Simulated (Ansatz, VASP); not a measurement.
# SiTe2: VASP beside Ansatz

Aim: how closely do two programs agree when they are given the same cell, functional and k mesh? The cell is taken from a series of runs on this material, whose earlier steps may have relaxed, scaled, displaced or heated it; both programs get it as it stands.

Main program and level: Ansatz 0.2.0; plane waves, with VASP 6.6.1 beside it; PBEsol.

**1. Starting point**

The cell holds 3 atoms: 1 Si and 2 Te. Its edges and angles: a = 3.740 Å, b = 3.712 Å, c = 30.424 Å, α = 90.0°, β = 90.0°, γ = 120.2°. Vacuum lies along c.

**2. VASP: zone-centre phonons, PBEsol**

Second derivatives magnify differences that forces hide, and they need a tight electronic threshold.

Lines of VASP's logs that name or quote its potential files are left out, and so is its time.

Contents of INCAR:

```
SYSTEM = SiTe2
PREC = Accurate
ENCUT = 500
EDIFF = 1E-08
NELM = 120
ISMEAR = 1
SIGMA = 0.2
LREAL = .FALSE.
ALGO = Normal
GGA = PS
NBANDS = 14
LORBIT = 11
LWAVE = .FALSE.
LCHARG = .FALSE.
ISIF = 2
IBRION = 8
LASPH = .TRUE.
GGA_COMPAT = .FALSE.
NELMDL = -8
KPAR = 2
```

Contents of POSCAR:

```
SiTe2
1.0
    3.7396058904      0.0000000000      0.0000000000
   -1.8698029452      3.2062077642      0.0000000000
    0.0000000000      0.0000000000     30.4240000000
Si Te
1 2
Direct
    0.0000000000      0.0000000000      0.3286878780
    0.3343081972      0.6686163943      0.3819566385
    0.6656918028      0.3313836057      0.2754191175
```

Contents of KPOINTS:

```
Automatic mesh
0
Gamma
15 15 1
0 0 0
```

PAW data sets: Si and Te (PBE family, release 64).

Command:

```console
$ mpirun -np 2 vasp_std
```

Numbers of over 12 decimals in the logs are rounded to 6 here.

Output:

```text
[banner, memory and clock lines left out]
running    2 mpi-ranks, on    1 nodes
 distrk:  each k-point on    1 cores,    2 groups
 distr:  one band on    1 cores,    1 groups

 POSCAR found type information on POSCAR SiTe
 POSCAR found :  2 types and       3 ions
|                                                                             |
|               ----> ADVICE to this user running VASP <----                  |
|                                                                             |
|     You enforced a specific xc type in the INCAR file but a different       |
|     [... a line on the potential file left out ...]
|     I HOPE YOU KNOW WHAT YOU ARE DOING!                                     |
|                                                                             |

 LDA part: xc-table for (Slater+PW92), standard interpolation
 POSCAR, INCAR and KPOINTS ok, starting setup
 FFT: planning ... GRIDC
 FFT: planning ... GRID_SOFT
 FFT: planning ... GRID
 WAVECAR not read
 entering main loop
       N       E                     dE             d eps       ncg     rms          rms(c)
DAV:   1     0.104186241937E+03    0.10419E+03   -0.42625E+03  1792   0.731E+02
DAV:   2    -0.239387085798E+01   -0.10658E+03   -0.99331E+02  3070   0.124E+02
DAV:   3    -0.124782777528E+02   -0.10084E+02   -0.99306E+01  2406   0.480E+01
DAV:   4    -0.127786674093E+02   -0.30039E+00   -0.29897E+00  2418   0.103E+01
DAV:   5    -0.127904637519E+02   -0.11796E-01   -0.11794E-01  2944   0.218E+00
DAV:   6    -0.127905949447E+02   -0.13119E-03   -0.13119E-03  2618   0.192E-01
DAV:   7    -0.127906004326E+02   -0.54879E-05   -0.54878E-05  2936   0.357E-02
DAV:   8    -0.127906005768E+02   -0.14426E-06   -0.14394E-06  2678   0.419E-03    0.978E+00
DAV:   9    -0.126913623983E+02    0.99238E-01   -0.86868E-02  2356   0.198E+00    0.533E+00
DAV:  10    -0.126597755702E+02    0.31587E-01   -0.69810E-02  2410   0.151E+00    0.508E-01
DAV:  11    -0.126592698602E+02    0.50571E-03   -0.79496E-03  2356   0.561E-01    0.314E-01
DAV:  12    -0.126591429202E+02    0.12694E-03   -0.84362E-04  2840   0.171E-01    0.162E-01
DAV:  13    -0.126588192148E+02    0.32371E-03   -0.60382E-04  2350   0.134E-01    0.137E-01
DAV:  14    -0.126589468451E+02   -0.12763E-03   -0.69481E-05  2242   0.543E-02    0.321E-02
[...]
DAV:  22    -0.126593463269E+02   -0.42492E-05   -0.13586E-07  2278   0.108E-03    0.539E-04
DAV:  23    -0.126593485600E+02   -0.22331E-05   -0.30695E-08  2324   0.570E-04    0.336E-04
DAV:  24    -0.126593499550E+02   -0.13950E-05   -0.20157E-08  2080   0.398E-04    0.397E-04
DAV:  25    -0.126593502894E+02   -0.33435E-06   -0.42342E-10  1922   0.148E-04    0.145E-04
DAV:  26    -0.126593505749E+02   -0.28549E-06   -0.17677E-09  1648   0.155E-04    0.102E-04
DAV:  27    -0.126593506099E+02   -0.34995E-07    0.45364E-10  1886   0.606E-05    0.705E-05
DAV:  28    -0.126593506309E+02   -0.21054E-07    0.63327E-10  1550   0.380E-05    0.324E-05
DAV:  29    -0.126593506346E+02   -0.37049E-08    0.70982E-10  1826   0.197E-05
   1 F= -.12659351E+02 E0= -.12659191E+02  d E =-.478964E-03
 Linear response reoptimize wavefunctions to high precision
DAV:   1    -0.126593506360E+02   -0.13404E-08    0.72141E-10  1520   0.109E-05
DAV:   2    -0.126593506360E+02   -0.23192E-10    0.72744E-10  1910   0.540E-06
 Linear response DOF=           6
 Linear response progress:
  Degree of freedom:   1/  6
       N       E                     dE             d eps       ncg     rms          rms(c)
RMM:   1    -0.189773450285E-01   -0.18977E-01    0.12485E-02  4363   0.843E-01
RMM:   2    -0.165247611497E-01    0.24526E-02   -0.14241E-03  2888   0.213E-01    0.984E-02
RMM:   3    -0.165595413964E-01   -0.34780E-04   -0.73068E-05  2929   0.525E-02    0.555E-02
RMM:   4    -0.166364770291E-01   -0.76936E-04   -0.30756E-05  2899   0.288E-02    0.531E-03
RMM:   5    -0.166259031668E-01    0.10574E-04   -0.14405E-06  3065   0.741E-03    0.228E-03
RMM:   6    -0.166176126809E-01    0.82905E-05   -0.18820E-07  3140   0.226E-03    0.875E-04
RMM:   7    -0.166183507097E-01   -0.73803E-06   -0.15261E-08  3050   0.787E-04    0.268E-04
RMM:   8    -0.166189490690E-01   -0.59836E-06   -0.38876E-09  3236   0.220E-04    0.591E-05
RMM:   9    -0.166190200884E-01   -0.71019E-07   -0.56724E-09  3040   0.115E-04    0.411E-05
RMM:  10    -0.166190316209E-01   -0.11533E-07   -0.92813E-09  3362   0.342E-05    0.523E-06
RMM:  11    -0.166190358368E-01   -0.42159E-08   -0.15443E-09  3202   0.164E-05    0.271E-06
 first order change of Fermi-energy   0.21074E-03
 force on displaced ion       1 direction 1 :  -4.111   0.000   0.000
 Linear response progress:
  Degree of freedom:   2/  6
       N       E                     dE             d eps       ncg     rms          rms(c)
RMM:   1    -0.188331311517E-01   -0.18833E-01    0.12306E-02  4424   0.840E-01
RMM:   2    -0.164589631257E-01    0.23742E-02   -0.13908E-03  2889   0.211E-01    0.979E-02
RMM:   3    -0.164912696409E-01   -0.32307E-04   -0.73705E-05  2923   0.523E-02    0.549E-02
RMM:   4    -0.165663100663E-01   -0.75040E-04   -0.31518E-05  3004   0.289E-02    0.633E-03
RMM:   5    -0.165608638121E-01    0.54463E-05   -0.16105E-06  3110   0.735E-03    0.273E-03
RMM:   6    -0.165496417020E-01    0.11222E-04   -0.40618E-07  3098   0.312E-03    0.983E-04
[...]
RMM:   8    -0.165499552226E-01   -0.17954E-05   -0.12024E-08  3135   0.465E-04    0.118E-04
RMM:   9    -0.165499564967E-01   -0.12741E-08   -0.90695E-09  3282   0.131E-04    0.282E-05
 first order change of Fermi-energy   0.47811E-03
 force on displaced ion       1 direction 2 :  -0.000  -4.200   0.160
 Linear response progress:
  Degree of freedom:   3/  6
       N       E                     dE             d eps       ncg     rms          rms(c)
RMM:   1    -0.352264880666E-01   -0.35226E-01    0.40829E-02  4742   0.990E-01
RMM:   2    -0.307232368339E-01    0.45033E-02   -0.26656E-03  2891   0.306E-01    0.167E-01
RMM:   3    -0.306703485402E-01    0.52888E-04   -0.17152E-04  3151   0.771E-02    0.809E-02
RMM:   4    -0.306551032946E-01    0.15245E-04   -0.58871E-05  2989   0.364E-02    0.271E-02
RMM:   5    -0.306533097429E-01    0.17936E-05   -0.78120E-06  3184   0.126E-02    0.956E-03
RMM:   6    -0.306618370307E-01   -0.85273E-05   -0.89512E-07  3144   0.548E-03    0.328E-03
RMM:   7    -0.306626271466E-01   -0.79012E-06   -0.15988E-07  3227   0.196E-03    0.394E-04
RMM:   8    -0.306627074813E-01   -0.80335E-07   -0.14475E-08  3323   0.516E-04    0.299E-04
RMM:   9    -0.306628674528E-01   -0.15997E-06   -0.36063E-08  3341   0.597E-04    0.178E-04
RMM:  10    -0.306629265613E-01   -0.59108E-07   -0.20413E-08  3366   0.103E-04    0.625E-05
RMM:  11    -0.306629591284E-01   -0.32567E-07   -0.40970E-08  3324   0.235E-04    0.399E-05
RMM:  12    -0.306629423597E-01    0.16769E-07   -0.71602E-08  3515   0.105E-04    0.180E-05
RMM:  13    -0.306629111831E-01    0.31177E-07    0.27454E-08  3434   0.792E-05    0.112E-05
RMM:  14    -0.306629132663E-01   -0.20833E-08   -0.18119E-08  3384   0.176E-05    0.789E-06
 first order change of Fermi-energy   0.48571E-04
 force on displaced ion       1 direction 3 :  -0.000   0.160  -8.763
 Linear response progress:
  Degree of freedom:   4/  6
       N       E                     dE             d eps       ncg     rms          rms(c)
RMM:   1    -0.409000450442E-01   -0.40900E-01    0.32765E-02  7615   0.105E+00
RMM:   2    -0.403806716170E-01    0.51937E-03   -0.20731E-03  5187   0.282E-01    0.709E-02
RMM:   3    -0.404441368632E-01   -0.63465E-04   -0.12807E-04  5130   0.682E-02    0.510E-02
RMM:   4    -0.405162626694E-01   -0.72126E-04   -0.20534E-05  5291   0.273E-02    0.141E-02
RMM:   5    -0.405414977750E-01   -0.25235E-04   -0.16820E-06  5511   0.873E-03    0.345E-03
RMM:   6    -0.405368157551E-01    0.46820E-05   -0.19168E-07  5566   0.259E-03    0.549E-04
RMM:   7    -0.405356983882E-01    0.11174E-05    0.11353E-09  5833   0.748E-04    0.234E-04
RMM:   8    -0.405362577445E-01   -0.55936E-06    0.14024E-08  5738   0.319E-04    0.526E-05
RMM:   9    -0.405363271431E-01   -0.69399E-07    0.25142E-08  5931   0.105E-04    0.242E-05
RMM:  10    -0.405362856572E-01    0.41486E-07    0.20871E-08  5762   0.449E-05    0.745E-06
RMM:  11    -0.405362995256E-01   -0.13868E-07   -0.51157E-10  5913   0.214E-05    0.383E-06
RMM:  12    -0.405363096133E-01   -0.10088E-07   -0.35328E-09  6013   0.111E-05    0.992E-07
RMM:  13    -0.405363128571E-01   -0.32438E-08   -0.65771E-09  4988   0.861E-06    0.256E-07
 first order change of Fermi-energy  -0.16330E-03
 force on displaced ion       2 direction 1 :  -2.693   0.009  -0.001
 Linear response progress:
  Degree of freedom:   5/  6
       N       E                     dE             d eps       ncg     rms          rms(c)
RMM:   1    -0.407030083116E-01   -0.40703E-01    0.31659E-02  4338   0.104E+00
RMM:   2    -0.401550167107E-01    0.54799E-03   -0.20147E-03  2925   0.278E-01    0.705E-02
RMM:   3    -0.402174757218E-01   -0.62459E-04   -0.12617E-04  2891   0.677E-02    0.506E-02
RMM:   4    -0.402873467561E-01   -0.69871E-04   -0.20162E-05  2994   0.272E-02    0.142E-02
RMM:   5    -0.403127588083E-01   -0.25412E-04   -0.20511E-06  3145   0.880E-03    0.351E-03
RMM:   6    -0.403093552911E-01    0.34035E-05   -0.25675E-07  3181   0.259E-03    0.142E-03
RMM:   7    -0.403073444453E-01    0.20108E-05   -0.72284E-08  3176   0.104E-03    0.332E-04
RMM:   8    -0.403071944075E-01    0.15004E-06   -0.10393E-08  3284   0.363E-04    0.109E-04
RMM:   9    -0.403075044749E-01   -0.31007E-06   -0.38959E-09  3318   0.146E-04    0.304E-05
RMM:  10    -0.403075001191E-01    0.43558E-08    0.28060E-09  3267   0.600E-05    0.850E-06
 first order change of Fermi-energy  -0.50426E-02
 force on displaced ion       2 direction 2 :   0.000  -2.699   0.041
 Linear response progress:
  Degree of freedom:   6/  6
       N       E                     dE             d eps       ncg     rms          rms(c)
RMM:   1    -0.822927350755E-01   -0.82293E-01    0.45391E-02  4339   0.112E+00
RMM:   2    -0.805881237379E-01    0.17046E-02   -0.28010E-03  2936   0.322E-01    0.101E-01
RMM:   3    -0.804962514802E-01    0.91872E-04   -0.22515E-04  3081   0.838E-02    0.739E-02
RMM:   4    -0.804411771631E-01    0.55074E-04   -0.45232E-05  3035   0.329E-02    0.379E-02
RMM:   5    -0.804231454204E-01    0.18032E-04   -0.17556E-05  3131   0.205E-02    0.115E-02
RMM:   6    -0.804238963370E-01   -0.75092E-06   -0.12529E-06  3122   0.613E-03    0.806E-03
RMM:   7    -0.804268900131E-01   -0.29937E-05   -0.37489E-07  3245   0.275E-03    0.141E-03
RMM:   8    -0.804277234495E-01   -0.83344E-06   -0.47526E-08  3212   0.924E-04    0.122E-03
RMM:   9    -0.804310580469E-01   -0.33346E-05   -0.14055E-07  3314   0.109E-03    0.558E-04
RMM:  10    -0.804315677740E-01   -0.50973E-06   -0.68939E-09  3359   0.277E-04    0.289E-04
RMM:  11    -0.804340771612E-01   -0.25094E-05   -0.90195E-08  3343   0.665E-04    0.232E-04
RMM:  12    -0.804342729668E-01   -0.19581E-06   -0.24785E-08  3508   0.175E-04    0.165E-04
RMM:  13    -0.804344442560E-01   -0.17129E-06   -0.10705E-07  3553   0.283E-04    0.246E-05
RMM:  14    -0.804345693051E-01   -0.12505E-06   -0.17008E-07  3587   0.125E-04    0.513E-05
RMM:  15    -0.804345860844E-01   -0.16779E-07   -0.32334E-08  3550   0.114E-04    0.288E-05
RMM:  16    -0.804346042560E-01   -0.18172E-07   -0.52595E-08  3583   0.456E-05    0.122E-05
RMM:  17    -0.804346365305E-01   -0.32275E-07   -0.15507E-09  3494   0.420E-05    0.702E-06
RMM:  18    -0.804346470681E-01   -0.10538E-07   -0.92373E-09  3384   0.190E-05    0.549E-06
RMM:  19    -0.804346519239E-01   -0.48558E-08   -0.33697E-09  3277   0.146E-05    0.128E-06
 first order change of Fermi-energy   0.94153E+00
 force on displaced ion       2 direction 3 :   0.000   0.059  -7.397
 Linear response finished
```

Parts of OUTCAR (step 2):

```text
ion  position               nearest neighbor table
   1  0.000  0.000  0.329-   3 2.69   2 2.69   3 2.69   2 2.69   3 2.69   2 2.69
   2  0.334  0.669  0.382-   1 2.69   1 2.69   1 2.69
   3  0.666  0.331  0.275-   1 2.69   1 2.69   1 2.69

  LATTYP: Found a base centered orthorhombic cell.
 ALAT       =     3.7396058904
 B/A-ratio  =     1.7147302995
 C/A-ratio  =     8.1356166643

 Subroutine GETGRP returns: Found  4 space group operations
 (whereof  2 operations were pure point group operations)

The static configuration has the point symmetry C_1h.
 The point group associated with its full space group is C_2h.

 Found     64 irreducible k-points:

   k-points           NKPTS =     64   k-points in BZ     NKDIM =     64   number of bands    NBANDS=     14

   dimension x,y,z NGX =    28 NGY =   28 NGZ =  224
   dimension x,y,z NGXF=    56 NGYF=   56 NGZF=  448

   ENCUT  =  500.0 eV  36.75 Ry    6.06 a.u.   6.82  6.77 55.47*2*pi/ulx,y,z

   NELECT =      16.0000    total number of electrons

 k-points in reciprocal lattice and weights: Automatic mesh
   0.00000000  0.00000000  0.00000000       0.004
   0.06666667  0.00000000  0.00000000       0.018
   0.13333333  0.00000000  0.00000000       0.018
   0.20000000  0.00000000  0.00000000       0.018
   0.26666667  0.00000000  0.00000000       0.018
   0.33333333  0.00000000  0.00000000       0.018
   0.40000000  0.00000000  0.00000000       0.018
   0.46666667  0.00000000  0.00000000       0.018
   0.00000000  0.06666667  0.00000000       0.009
[...]
0.00000000  0.46666667  0.00000000       0.009
   0.06666667  0.46666667  0.00000000       0.009

 average (electrostatic) potential at core
       1 -92.1260       2 -96.3885       3 -96.3885

  Total        0.4032741      0.5045415      0.1155579      0.0000000      0.0024491      0.0000000
  in kB        1.7712386      2.2160199      0.5075474      0.0000000      0.0107568      0.0000000
  external PRESSURE =       1.4982686 kB  Pullay stress =       0.0000000 kB

  energy-cutoff  :      500.00
  volume of cell :      364.78
      direct lattice vectors                 reciprocal lattice vectors
     3.739605890  0.000000000  0.000000000     0.267407858  0.155947473  0.000000000
    -1.869802945  3.206207764  0.000000000     0.000000000  0.311894947  0.000000000
     0.000000000  0.000000000 30.424000000     0.000000000  0.000000000  0.032868788

 POSITION                                       TOTAL-FORCE (eV/Angst)
 -----------------------------------------------------------------------------------
      0.00000      0.00000     10.00000         0.000000      0.000000      0.000000
      0.00000      2.14372     11.62065         0.000000      0.000837      0.036735
      1.86980      1.06248      8.37935        -0.000000     -0.000837     -0.036735
 -----------------------------------------------------------------------------------
    total drift:                                0.000000      0.000000      0.000005

 Eigenvectors and eigenvalues of the dynamical matrix
 ----------------------------------------------------

   1 f  =    9.203368 THz    57.826466 2PiTHz  306.991307 cm-1    38.062054 meV
             X         Y         Z           dx          dy          dz
      0.000000  0.000000 10.000000    -0.000000   -0.033051    0.948555
      0.000000  2.143723 11.620649     0.000000    0.007281   -0.222537
      1.869803  1.062485  8.379351     0.000000    0.007281   -0.222537

   2 f  =    6.365016 THz    39.992577 2PiTHz  212.314092 cm-1    26.323581 meV
             X         Y         Z           dx          dy          dz
      0.000000  0.000000 10.000000     0.000000    0.948657    0.032860
      0.000000  2.143723 11.620649    -0.000000   -0.222320   -0.007688
      1.869803  1.062485  8.379351    -0.000000   -0.222320   -0.007688

   3 f  =    6.301417 THz    39.592968 2PiTHz  210.192633 cm-1    26.060553 meV
             X         Y         Z           dx          dy          dz
      0.000000  0.000000 10.000000     0.949138   -0.000000   -0.000000
      0.000000  2.143723 11.620649    -0.222640    0.000000    0.000000
      1.869803  1.062485  8.379351    -0.222640    0.000000   -0.000000

   4 f  =    4.465640 THz    28.058444 2PiTHz  148.957721 cm-1    18.468395 meV
             X         Y         Z           dx          dy          dz
      0.000000  0.000000 10.000000    -0.000000    0.000000   -0.000000
      0.000000  2.143723 11.620649     0.000000   -0.002931    0.707101
      1.869803  1.062485  8.379351    -0.000000    0.002931   -0.707101

   5 f  =    2.525752 THz    15.869769 2PiTHz   84.250026 cm-1    10.445667 meV
             X         Y         Z           dx          dy          dz
      0.000000  0.000000 10.000000     0.000000   -0.000000    0.000000
      0.000000  2.143723 11.620649     0.707107    0.000000    0.000000
      1.869803  1.062485  8.379351    -0.707107   -0.000000    0.000000

   6 f  =    2.515342 THz    15.804361 2PiTHz   83.902786 cm-1    10.402615 meV
             X         Y         Z           dx          dy          dz
      0.000000  0.000000 10.000000    -0.000000   -0.000000    0.000000
      0.000000  2.143723 11.620649    -0.000000    0.707101    0.002931
      1.869803  1.062485  8.379351     0.000000   -0.707101   -0.002931

   7 f/i=    0.000039 THz     0.000243 2PiTHz    0.001288 cm-1     0.000160 meV
             X         Y         Z           dx          dy          dz
      0.000000  0.000000 10.000000     0.314860    0.000000   -0.000000
      0.000000  2.143723 11.620649     0.671142    0.000000   -0.000001
      1.869803  1.062485  8.379351     0.671142    0.000000   -0.000001

   8 f/i=    0.000054 THz     0.000340 2PiTHz    0.001805 cm-1     0.000224 meV
             X         Y         Z           dx          dy          dz
      0.000000  0.000000 10.000000    -0.000000    0.020757   -0.314179
      0.000000  2.143723 11.620649    -0.000001    0.044227   -0.669682
      1.869803  1.062485  8.379351    -0.000001    0.044227   -0.669682

   9 f/i=    0.006121 THz     0.038461 2PiTHz    0.204184 cm-1     0.025316 meV
             X         Y         Z           dx          dy          dz
      0.000000  0.000000 10.000000    -0.000000    0.313890    0.021343
      0.000000  2.143723 11.620649    -0.000000    0.669750    0.044089
      1.869803  1.062485  8.379351    -0.000000    0.669750    0.044089

 ELASTIC MODULI CONTR FROM IONIC RELAXATION (kBar)
 Direction    XX          YY          ZZ          XY          YZ          ZX
 --------------------------------------------------------------------------------
 XX         -32.0767     -8.1047    -72.6714      0.0000     17.4103     -0.0000
 YY          -8.1047    -30.4247    -64.2225      0.0000    -19.5878     -0.0000
 ZZ         -72.6714    -64.2225   -238.7577      0.0000      0.6781     -0.0000
 XY           0.0000      0.0000      0.0000     -0.5327      0.0000      6.8660
 YZ          17.4103    -19.5878      0.6781      0.0000    -29.7255     -0.0000
 ZX          -0.0000     -0.0000     -0.0000      6.8660     -0.0000    -88.4979
 --------------------------------------------------------------------------------
```

(Part 1 of 2 ends here.)

[Lines on the potential files, build, host, timing and source positions are cut from VASP's logs without a mark.]

[Logs are printed without paths, hosts, clocks, repeated set-up lines and the standing remarks that a program may print on its own settings, such as how far it seeks lower states.]

[Hosts, paths, dates, database ids (printed as entryN), source tags and the programs' standing remarks are cut or masked in the printed files.]
